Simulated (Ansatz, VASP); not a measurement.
# NaB5 in VASP and in Ansatz

```xyz
6
Lattice="4.3556 0.0000 0.0000 -2.1778 3.7720 0.0000 0.0000 0.0000 2.8590" Properties=species:S:1:pos:R:3 pbc="T T T"
Na    0.0000    0.0000    0.0000
B     0.0000    2.5147    0.0000
B     2.1778    1.2573    0.0000
B     2.1778    0.0000    1.4295
B     1.0889    1.8860    1.4295
B    -1.0889    1.8860    1.4295
```

Change from the starting cell: species swapped into the YRh5 type (P6/mmm, No. 191).

Alike in both runs: functional PBE; k mesh 12 × 12 × 14; occupations gaussian, width 0.1 eV; no spin polarisation.

Ansatz relaxed the structure, and its values are those at the end. VASP's run is a single point on that final structure, the one shown.

|  | VASP | Ansatz |
| --- | --- | --- |
| version | VASP 6.6.1 | Ansatz 0.2.0 |
| potentials or method | VASP PAW PBE potentials, release 64 (Na_pv, B) | scalar-relativistic, plane waves, PAW |
| plane-wave cutoff (eV) | 520 | 420 |
| valence electrons in the cell | 22 | 24 |

```tsv
	VASP	Ansatz	Ansatz less VASP
gap on the k mesh at the Fermi level (eV)	none	none	-
pressure (GPa)	0.1	0.0	-0.16
```

A gap of «none» marks a metal or a gap that the smearing closes. The two sets of potentials don't hold the same shells in valence.
